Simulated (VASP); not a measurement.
NaLaMnMoO6: band structure with PBE

Crystal: NaLaMnMoO6.

```
Na La Mn Mo O
1.0
     4.73028   -2.74604   -0.00766
     4.73028    2.74604   -0.00766
    -3.18855    0.00000    4.48662
Na La Mn Mo O
1 1 1 1 6
Direct
  0.25038 0.25038 0.74423
  0.75115 0.75115 0.25839
  0.49925 0.49925 0.49939
  0.00119 0.00119 0.00119
  0.28711 0.78480 0.28589
  0.78480 0.28711 0.28589
  0.25086 0.25086 0.18239
  0.74859 0.74859 0.81735
  0.21420 0.71275 0.71357
  0.71275 0.21420 0.71357
```

The cell was built by a generator and needn't be a form met in nature.

```
Program                : VASP 6.6.1
Task                   : band structure
Functional             : PBE
Potentials or basis    : VASP PAW PBE potentials, release 64 (Na_pv, La, Mn_pv, Mo_sv, O)
Cutoff                 : 520 eV
k mesh                 : 6 × 6 × 6
Occupations            : fermi-dirac, width 0.05 eV
Spin                   : collinear spin, ferromagnetic start
Starting moments       : [0.0, 0.0, 4.0, 1.0, 0.0, 0.0, 0.0, 0.0, 0.0, 0.0] μB
Further INCAR settings : ALGO = Normal; EDIFF = 1e-06
```

```json
{
 "Pressure": "0.2 GPa",
 "Largest force": "0.012 eV/Å",
 "Band gap along the path": "none (metal or under the smearing width)",
 "Net moment": "2.26 μB per cell",
 "Site moments": "Na +0.00; La -0.01; Mn +2.68; Mo -0.51; O +0.01, +0.02 μB",
 "Valence electrons inside the program's atomic spheres": "Na 6.02; La 8.49; Mn 11.62; Mo 12.35; O 5.03, 5.02, 5.04"
}
```

Forces in eV/Å, atoms in the order of the input:
```
Na   0.003  0.000 -0.006
La   0.005  0.000 -0.002
Mn   0.002  0.000 -0.003
Mo  -0.009  0.000  0.008
O   -0.002  0.002  0.001
O   -0.002 -0.002  0.001
O    0.005  0.000 -0.008
O    0.004  0.000  0.000
O   -0.003 -0.007  0.003
O   -0.003  0.007  0.003
```

Levels at the corners of the path, in eV from the Fermi level:
Spin up:
```csv
point,band 38,band 39,band 40,band 41,band 42,band 43,band 44,band 45,band 46,band 47
X,-2.76,-2.00,-1.86,-1.78,0.52,0.56,0.79,0.87,0.92,2.33
Γ,-2.88,-2.71,-2.51,-2.33,-0.73,-0.51,0.83,0.94,1.09,2.37
Γ,-2.88,-2.71,-2.51,-2.33,-0.73,-0.51,0.83,0.94,1.09,2.37
Y,-2.96,-1.95,-1.82,-1.74,0.58,0.67,0.68,0.90,0.92,2.33
L,-2.75,-2.70,-1.61,-1.49,-0.69,0.20,0.84,1.16,1.19,2.30
Γ,-2.88,-2.71,-2.51,-2.33,-0.73,-0.51,0.83,0.94,1.09,2.37
Γ,-2.88,-2.71,-2.51,-2.33,-0.73,-0.51,0.83,0.94,1.09,2.37
Z,-2.79,-1.98,-1.91,-1.74,0.48,0.68,0.72,0.88,0.89,2.30
N,-2.71,-2.55,-1.65,-1.57,-0.46,0.25,0.72,0.99,1.29,2.26
Γ,-2.88,-2.71,-2.51,-2.33,-0.73,-0.51,0.83,0.94,1.09,2.37
Γ,-2.88,-2.71,-2.51,-2.33,-0.73,-0.51,0.83,0.94,1.09,2.38
M,-2.75,-2.70,-1.61,-1.49,-0.69,0.20,0.84,1.16,1.19,2.30
R,-2.96,-1.95,-1.82,-1.74,0.58,0.67,0.68,0.90,0.92,2.33
Γ,-2.88,-2.71,-2.51,-2.33,-0.73,-0.51,0.83,0.94,1.09,2.37
```
Spin down:
```
point  band 38  band 39  band 40  band 41  band 42  band 43  band 44  band 45
    X    -2.71     0.08     0.12     0.43     0.62     0.64     0.70     2.22
    Γ    -2.65    -1.05    -1.04    -0.94     0.84     1.05     1.46     1.60
    Γ    -2.65    -1.05    -1.04    -0.94     0.84     1.05     1.46     1.60
    Y    -2.89     0.16     0.28     0.40     0.61     0.67     0.71     2.26
    L    -2.64    -1.02     0.49     0.62     0.78     0.97     1.15     1.62
    Γ    -2.65    -1.05    -1.04    -0.94     0.84     1.05     1.46     1.60
    Γ    -2.65    -1.05    -1.04    -0.94     0.84     1.05     1.46     1.60
    Z    -2.72     0.11     0.25     0.28     0.57     0.67     0.73     2.29
    N    -2.50    -1.08     0.48     0.52     0.93     0.95     1.32     1.48
    Γ    -2.65    -1.05    -1.04    -0.94     0.84     1.05     1.46     1.60
    Γ    -2.65    -1.05    -1.04    -0.94     0.84     1.05     1.46     1.60
    M    -2.64    -1.02     0.49     0.62     0.78     0.97     1.15     1.62
    R    -2.89     0.16     0.28     0.40     0.61     0.67     0.71     2.26
    Γ    -2.65    -1.05    -1.04    -0.94     0.84     1.05     1.46     1.60
```

It took 19 min on 4 MPI ranks on AMD EPYC 7R13 Processor (Zen 3), on a shared host, peak memory 1.1 GiB a rank.

Caveat: spin-orbit coupling is left out, which moves the levels of the heavy elements; a cell with one magnetic atom can't hold antiferromagnetic order, which such compounds often take; semilocal functionals often make such compounds metallic where correlation or magnetic order opens a gap, which also shifts bond lengths.
